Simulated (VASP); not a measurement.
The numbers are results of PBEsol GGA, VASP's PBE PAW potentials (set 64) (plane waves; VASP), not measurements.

Input for VASP

### INCAR
```
LCHARG = .FALSE.
LMAXMIX = 4   # l cut-off of mixed one-centre charges
LASPH = .TRUE.   # aspherical one-centre terms
EDIFF = 1E-7
ISMEAR = 1   # Methfessel-Paxton
LREAL = .FALSE.   # projection in real space or not
SIGMA = 0.1
LWAVE = .FALSE.
ENCUT = 520   # plane-wave cut-off (eV)
EDIFFG = -0.01   # ionic stop
GGA = PS   # PBEsol
SYSTEM = TiB2
NELM = 100   # most electronic steps
ALGO = Normal
NSW = 30   # most ionic steps
PREC = Accurate
ISIF = 4   # ions and shape, fixed volume
IBRION = 2   # conjugate gradients
```

### KPOINTS
```
Automatic mesh
0
Gamma
 12 12 10
```

### POSCAR
```
TiB2
1
    1.4782172870    -2.5603474716     0.0000000000
    1.4782172870     2.5603474716     0.0000000000
    0.0000000000     0.0000000000     3.1214276057
Ti B
1 2
Direct
  1.0000000000   0.0000000000   0.0000000000
  0.3333330000   0.6666670000   0.5000000000
  0.6666670000   0.3333330000   0.5000000000
```

POTCAR, in this order: Ti_sv B (PBE.64 set). Program: vasp_std.

The resulting files:

**OSZICAR**
```
       N       E                     dE             d eps       ncg     rms          rms(c)
DAV:   1     0.127784042274E+03    0.12778E+03   -0.93059E+03  2974   0.161E+03
DAV:   2    -0.213218776937E+02   -0.14911E+03   -0.14490E+03  3039   0.400E+02
DAV:   3    -0.305118185513E+02   -0.91899E+01   -0.89802E+01  4226   0.944E+01
DAV:   4    -0.308503877004E+02   -0.33857E+00   -0.33835E+00  3749   0.165E+01
DAV:   5    -0.308599067939E+02   -0.95191E-02   -0.95187E-02  4375   0.246E+00    0.193E+01
DAV:   6    -0.256447736929E+02    0.52151E+01   -0.24147E+01  3900   0.621E+01    0.450E+00
DAV:   7    -0.256981086525E+02   -0.53335E-01   -0.13640E+00  3172   0.137E+01    0.391E+00
DAV:   8    -0.257115320264E+02   -0.13423E-01   -0.14608E-01  4475   0.334E+00    0.609E-01
DAV:   9    -0.257065765632E+02    0.49555E-02   -0.39880E-02  3890   0.262E+00    0.223E-01
DAV:  10    -0.257062740960E+02    0.30247E-03   -0.48039E-03  3706   0.104E+00    0.133E-01
DAV:  11    -0.257061591209E+02    0.11498E-03   -0.24113E-04  3683   0.190E-01    0.549E-02
DAV:  12    -0.257061477178E+02    0.11403E-04   -0.93583E-05  3861   0.127E-01    0.990E-03
DAV:  13    -0.257061466526E+02    0.10652E-05   -0.96353E-06  3534   0.433E-02    0.378E-03
DAV:  14    -0.257061468124E+02   -0.15977E-06   -0.32191E-07  3107   0.749E-03    0.449E-04
DAV:  15    -0.257061468555E+02   -0.43117E-07   -0.24239E-08  1652   0.193E-03
   1 F= -.25706147E+02 E0= -.25705907E+02  d E =-.257061E+02
       N       E                     dE             d eps       ncg     rms          rms(c)
DAV:   1    -0.257119271642E+02   -0.57804E-02   -0.22884E-01  3224   0.784E+00    0.477E-01
DAV:   2    -0.257092152040E+02    0.27120E-02   -0.12328E-02  3106   0.122E+00    0.278E-01
DAV:   3    -0.257080168010E+02    0.11984E-02   -0.13208E-03  3451   0.499E-01    0.828E-02
DAV:   4    -0.257078938711E+02    0.12293E-03   -0.24874E-04  3509   0.196E-01    0.121E-02
DAV:   5    -0.257078891058E+02    0.47653E-05   -0.20862E-05  3137   0.579E-02    0.500E-03
DAV:   6    -0.257078886569E+02    0.44890E-06   -0.96364E-07  3363   0.130E-02    0.202E-03
DAV:   7    -0.257078886301E+02    0.26878E-07   -0.41096E-08  2087   0.260E-03
   2 F= -.25707889E+02 E0= -.25707778E+02  d E =-.174177E-02
```

**OUTCAR**
```
------------------------ aborting loop because EDIFF is reached ----------------------------------------
  FORCE on cell =-STRESS in cart. coord.  units (eV):
  Direction    XX          YY          ZZ          XY          YZ          ZX
  --------------------------------------------------------------------------------------
  Total        2.7040953      2.7040953      2.7321275      0.0000000      0.0000000      0.0000000
  in kB      183.3631774    183.3631814    185.2640244      0.0000000      0.0000000      0.0000000
  external PRESSURE =     183.9967944 kB  Pullay stress =       0.0000000 kB
  volume of cell :       23.63
      direct lattice vectors                 reciprocal lattice vectors
     1.482844816 -2.568362589 -0.000000000     0.337189701 -0.194676562 -0.000000000
     1.482844816  2.568362589  0.000000000     0.337189701  0.194676562 -0.000000000
     0.000000000  0.000000000  3.101975861    -0.000000000 -0.000000000  0.322375171
 POSITION                                       TOTAL-FORCE (eV/Angst)
 -----------------------------------------------------------------------------------
      1.48284      2.56836      3.10198        -0.000000      0.000000     -0.000000
      1.48284      0.85612      1.55099         0.000000      0.000000      0.000000
      1.48284     -0.85612      1.55099        -0.000000     -0.000000     -0.000000
 -----------------------------------------------------------------------------------
    total drift:                                0.000000      0.000000      0.000000
  FREE ENERGIE OF THE ION-ELECTRON SYSTEM (eV)
  ---------------------------------------------------
  free  energy   TOTEN  =       -25.7078886301 eV

  energy  without entropy=      -25.7075573645  energy(sigma->0) =      -25.70777821

 reached required accuracy - stopping structural energy minimisation
```
(Selected blocks of OUTCAR.)

CONTCAR:
```
TiB2
   1.00000000000000
     1.4828448157058267   -2.5683625889792303   -0.0000000000000000
     1.4828448157058267    2.5683625889792303    0.0000000000000000
     0.0000000000000000    0.0000000000000000    3.1019758608342305
  Ti              B
     1     2
Direct
     0.0000000000000000    1.0000000000000000    1.0000000000000000
     0.3333330000000032    0.6666669999999968    0.5000000000000000
     0.6666669999999968    0.3333330000000032    0.5000000000000000
```

The compound is TiB2 in the AlB2 type structure. This cell is one point of a volume scan, at 0.94 of the reference volume. Symmetry was kept, so distortions that lower it aren't found.
